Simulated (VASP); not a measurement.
These are PBEsol GGA, VASP's PBE PAW potentials (set 64) (plane waves; VASP 6.6.1) values and carry that method's errors.

Input for VASP

File KPOINTS:
```
Automatic mesh
0
Gamma
16 16 10
0 0 0
```

POSCAR:
```
NbSi
1
    2.9932259487     0.0000000000     0.0000000000
   -1.4966129744     2.5922096513     0.0000000000
    0.0000000000     0.0000000000     4.0511323204
Nb Si
1 1
Direct
  0.0000000000   0.0000000000   1.0000000000
  0.6666670000   0.3333330000   0.5000000000
```

**INCAR**
```
SYSTEM = NbSi
PREC = Accurate
ENCUT = 400
EDIFF = 1E-7
NELM = 100
ALGO = Normal
LREAL = .FALSE.
LASPH = .TRUE.
ISMEAR = -5
GGA = PS
LMAXMIX = 4
LWAVE = .FALSE.
LCHARG = .TRUE.
LORBIT = 11
NEDOS = 601
ISIF = 2
```

POTCAR, in this order: Nb_sv Si (PBE.64 set). Program: vasp_std.

What VASP printed:

OSZICAR:
```
       N       E                     dE             d eps       ncg     rms          rms(c)
DAV:   1     0.104265511586E+03    0.10427E+03   -0.75608E+03  4336   0.110E+03
DAV:   2    -0.128210872152E+02   -0.11709E+03   -0.11283E+03  5188   0.378E+02
DAV:   3    -0.180489298847E+02   -0.52278E+01   -0.50303E+01  6648   0.637E+01
DAV:   4    -0.182885572230E+02   -0.23963E+00   -0.23807E+00  6132   0.138E+01
DAV:   5    -0.182991704957E+02   -0.10613E-01   -0.10615E-01  7112   0.250E+00    0.900E+00
DAV:   6    -0.175772987893E+02    0.72187E+00   -0.25608E+00  7136   0.158E+01    0.316E+00
DAV:   7    -0.175070739710E+02    0.70225E-01   -0.16602E-01  5156   0.336E+00    0.166E+00
DAV:   8    -0.174922178478E+02    0.14856E-01   -0.59763E-02  6548   0.242E+00    0.448E-01
DAV:   9    -0.174922766199E+02   -0.58772E-04   -0.67520E-03  6276   0.831E-01    0.130E-01
DAV:  10    -0.174922701419E+02    0.64780E-05   -0.92458E-04  6484   0.300E-01    0.480E-02
DAV:  11    -0.174922671533E+02    0.29886E-05   -0.54776E-05  6316   0.772E-02    0.578E-03
DAV:  12    -0.174922675740E+02   -0.42072E-06   -0.12676E-06  6036   0.105E-02    0.248E-03
DAV:  13    -0.174922667795E+02    0.79449E-06   -0.10535E-07  4116   0.346E-03    0.518E-04
DAV:  14    -0.174922669517E+02   -0.17217E-06   -0.21360E-08  3312   0.198E-03    0.250E-04
DAV:  15    -0.174922669598E+02   -0.81725E-08   -0.60456E-09  3152   0.851E-04
   1 F= -.17492267E+02 E0= -.17492267E+02  d E =0.000000E+00
```

### OUTCAR
```
------------------------ aborting loop because EDIFF is reached ----------------------------------------
  FORCE on cell =-STRESS in cart. coord.  units (eV):
  Direction    XX          YY          ZZ          XY          YZ          ZX
  --------------------------------------------------------------------------------------
  Total        0.0280684      0.0280684     -0.1042463     -0.0000000      0.0000000     -0.0000000
  in kB        1.4306805      1.4306804     -5.3135559     -0.0000000      0.0000000     -0.0000000
  external PRESSURE =      -0.8173984 kB  Pullay stress =       0.0000000 kB
  volume of cell :       31.43
      direct lattice vectors                 reciprocal lattice vectors
     2.993225949  0.000000000  0.000000000     0.334087709  0.192885633  0.000000000
    -1.496612974  2.592209651  0.000000000     0.000000000  0.385771266  0.000000000
     0.000000000  0.000000000  4.051132320     0.000000000  0.000000000  0.246844566
 POSITION                                       TOTAL-FORCE (eV/Angst)
 -----------------------------------------------------------------------------------
      0.00000      0.00000      0.00000        -0.000000      0.000000      0.000000
      1.49661      0.86407      2.02557         0.000000      0.000000      0.000000
 -----------------------------------------------------------------------------------
    total drift:                               -0.000046      0.000027     -0.000000
  FREE ENERGIE OF THE ION-ELECTRON SYSTEM (eV)
  ---------------------------------------------------
  free  energy   TOTEN  =       -17.4922669598 eV

  energy  without entropy=      -17.4922669598  energy(sigma->0) =      -17.49226696

 total charge

# of ion       s       p       d       tot
------------------------------------------
    1        2.180   6.033   2.522  10.735
    2        0.782   0.857   0.000   1.639
--------------------------------------------------
tot          2.963   6.890   2.522  12.374
```
(Selected blocks of OUTCAR.)

For a metal the tetrahedron method with Blöchl corrections gives inexact stress and forces.

The structure was generated: NbSi was put into the WC type (P-6m2), which need not be its known phase. It was relaxed first, which changed the volume by -13 %. The electron count is odd and the run is not spin-polarised, which forces a metal.
